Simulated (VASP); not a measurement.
All values below come from LDA (Ceperley-Alder, Perdew-Zunger), VASP's LDA PAW potentials (set 64) (plane waves; VASP).

The input files of a VASP run:

**POSCAR**
```
Y3Mo
1
    0.0000000000     4.1304120000     4.1304120000
    4.1304120000     0.0000000000     4.1304120000
    4.1304120000     4.1304120000     0.0000000000
Mo Y
1 3
Direct
  0.0000000000   0.0000000000   0.0000000000
  0.5000000000   0.5000000000   0.5000000000
  0.2500000000   0.2500000000   0.2500000000
  0.7500000000   0.7500000000   0.7500000000
```

### INCAR
```
LASPH = T   # aspherical one-centre terms
EDIFF = 1E-6   # SCF stop (eV)
ISMEAR = -1   # Fermi-Dirac
SIGMA = 0.1   # width (eV)
SYSTEM = Y3Mo
LMAXMIX = 4
PREC = Accurate
ALGO = Normal   # blocked Davidson
NELM = 100   # most electronic steps
ISIF = 2
LREAL = F   # projection in real space or not
ENCUT = 300   # plane-wave cut-off (eV)
LCHARG = F
LWAVE = F
```

File KPOINTS:
```
Regular mesh
0
gamma
5 5 5
0 0 0
```

POTCAR, in this order: Mo_sv Y_sv (LDA.64 set). Program: vasp_std.

Output of the run:

File OSZICAR:
```
       N       E                     dE             d eps       ncg     rms          rms(c)
DAV:   1     0.241696141071E+03    0.24170E+03   -0.18118E+04   584   0.107E+03
DAV:   2    -0.891876032267E+01   -0.25061E+03   -0.24421E+03   628   0.332E+02
DAV:   3    -0.292921719905E+02   -0.20373E+02   -0.19650E+02   928   0.559E+01
DAV:   4    -0.305547871246E+02   -0.12626E+01   -0.12123E+01   800   0.134E+01
DAV:   5    -0.305969143609E+02   -0.42127E-01   -0.41891E-01   796   0.212E+00    0.348E+01
DAV:   6    -0.294081788366E+02    0.11887E+01   -0.48684E+00   716   0.733E+00    0.289E+01
DAV:   7    -0.310251467673E+02   -0.16170E+01   -0.21529E+01   692   0.106E+01    0.119E+01
DAV:   8    -0.287553197314E+02    0.22698E+01   -0.15319E+01   684   0.939E+00    0.486E+00
DAV:   9    -0.287794031895E+02   -0.24083E-01   -0.94645E-01   796   0.271E+00    0.154E+00
DAV:  10    -0.287763891535E+02    0.30140E-02   -0.46514E-02   812   0.942E-01    0.892E-01
DAV:  11    -0.287763889932E+02    0.16031E-06   -0.50406E-03   728   0.404E-01    0.425E-01
DAV:  12    -0.287759648002E+02    0.42419E-03   -0.29266E-03   760   0.276E-01    0.101E-01
DAV:  13    -0.287759847706E+02   -0.19970E-04   -0.46943E-04   824   0.870E-02    0.765E-02
DAV:  14    -0.287759822630E+02    0.25076E-05   -0.20817E-05   708   0.215E-02    0.491E-02
DAV:  15    -0.287759775365E+02    0.47265E-05   -0.26325E-05   692   0.222E-02    0.291E-02
DAV:  16    -0.287759767122E+02    0.82430E-06   -0.61122E-06   588   0.135E-02
   1 F= -.28775977E+02 E0= -.28617967E+02  d E =-.316020E+00
```

OUTCAR:
```
------------------------ aborting loop because EDIFF is reached ----------------------------------------
  FORCE on cell =-STRESS in cart. coord.  units (eV):
  Direction    XX          YY          ZZ          XY          YZ          ZX
  --------------------------------------------------------------------------------------
  Total      -12.4217063    -12.4217063    -12.4217063      0.0000000     -0.0000000      0.0000000
  in kB     -141.2152898   -141.2152898   -141.2152898      0.0000000     -0.0000000      0.0000000
  external PRESSURE =    -141.2152898 kB  Pullay stress =       0.0000000 kB
  volume of cell :      140.93
      direct lattice vectors                 reciprocal lattice vectors
     0.000000000  4.130412000  4.130412000    -0.121053299  0.121053299  0.121053299
     4.130412000  0.000000000  4.130412000     0.121053299 -0.121053299  0.121053299
     4.130412000  4.130412000  0.000000000     0.121053299  0.121053299 -0.121053299
 POSITION                                       TOTAL-FORCE (eV/Angst)
 -----------------------------------------------------------------------------------
      0.00000      0.00000      0.00000        -0.000000     -0.000000      0.000000
      4.13041      4.13041      4.13041        -0.000000     -0.000000      0.000000
      2.06521      2.06521      2.06521        -0.000000     -0.000000      0.000000
      6.19562      6.19562      6.19562         0.000000      0.000000     -0.000000
 -----------------------------------------------------------------------------------
    total drift:                                0.000000      0.000000      0.000000
  FREE ENERGIE OF THE ION-ELECTRON SYSTEM (eV)
  ---------------------------------------------------
  free  energy   TOTEN  =       -28.7759767122 eV

  energy  without entropy=      -28.4599563329  energy(sigma->0) =      -28.61796652
```
(Selected blocks of OUTCAR.)

At this cut-off the stress carries a Pulay error, which pulls relaxed volumes low.

The structure was generated: Y3Mo was put into an ordered model structure, which need not be its known phase. The cell was not relaxed at this level. The run is one of a series of settings (GGA removed, POTCAR Mo_sv Y_sv (LDA.64 set) against the base run), some of them coarse on purpose. The electron count is odd and the run is not spin-polarised, which forces a metal.
